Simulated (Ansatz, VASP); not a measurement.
**Two plane-wave programs on ScRu3**

Contents of INCAR:

```
SYSTEM = ScRu3
  PREC = Accurate
  ENCUT = 520
  EDIFF = 1E-6
  ISMEAR = 0
  SIGMA = 0.1
  LREAL = .False.
  LASPH = .True.
  NELM = 100
  ALGO = Fast
  ISIF = 2
  LWAVE = .False.
  LCHARG = .True.
  GGA = PE
  LELF = .True.
  LVHAR = .True.
  NBANDS = 34
```

File KPOINTS:

```
Automatic mesh
0
Gamma
  10 10 10
  0 0 0
```

File POSCAR:

```
ScRu3
1.0
    4.0605285470      0.0000000000      0.0000000000
    0.0000000000      4.0605285470      0.0000000000
    0.0000000000      0.0000000000      4.0605285470
Sc Ru
1 3
Direct
    0.0000000000      0.0000000000      0.0000000000
    0.0000000000      0.5000000000      0.5000000000
    0.5000000000      0.0000000000      0.5000000000
    0.5000000000      0.5000000000      0.0000000000
```

Input for Ansatz:

```yaml
crystal:
  lattice:
    - [4.060528547, 0.0, 0.0]
    - [0.0, 4.060528547, 0.0]
    - [0.0, 0.0, 4.060528547]
  atoms:
    - { symbol: Sc, position: [0.0, 0.0, 0.0] }
    - { symbol: Ru, position: [0.0, 0.5, 0.5] }
    - { symbol: Ru, position: [0.5, 0.0, 0.5] }
    - { symbol: Ru, position: [0.5, 0.5, 0.0] }
basis:
  ecutwfc: 420
kpoints:
  mp_grid: { grid: [10, 10, 10] }
hamiltonian:
  xc: pbe
scf:
  occupations: { method: gaussian, width: 0.1 }
output:
  forces: true
  stress: true
  eigenvalues: true
```

Alike in both runs: task single point; functional PBE; k mesh 10 × 10 × 10; occupations gaussian, width 0.1 eV; no spin polarisation.

|  | VASP | Ansatz |
| --- | --- | --- |
| version | VASP 6.6.1 | Ansatz 0.2.0 |
| potentials or method | VASP PAW PBE potentials, release 64 (Sc_sv, Ru_pv) | scalar-relativistic, plane waves, PAW |
| plane-wave cutoff (eV) | 520 | 420 |
| valence electrons in the cell | 53 | 59 |

VASP gave:

```
gap on the k mesh at the Fermi level (eV) : none
pressure (GPa)                            : -16.2
```

Question: What did Ansatz give for the same quantities?

Answer: gap on the k mesh at the Fermi level (eV): none; pressure (GPa): -16.3.

A gap of «none» marks a metal or a gap that the smearing closes. The two sets of potentials don't hold the same shells in valence.

Caveats: so large a pressure means that the cell lies far from this level's equilibrium, or that cutoff or potentials fall short (VASP).
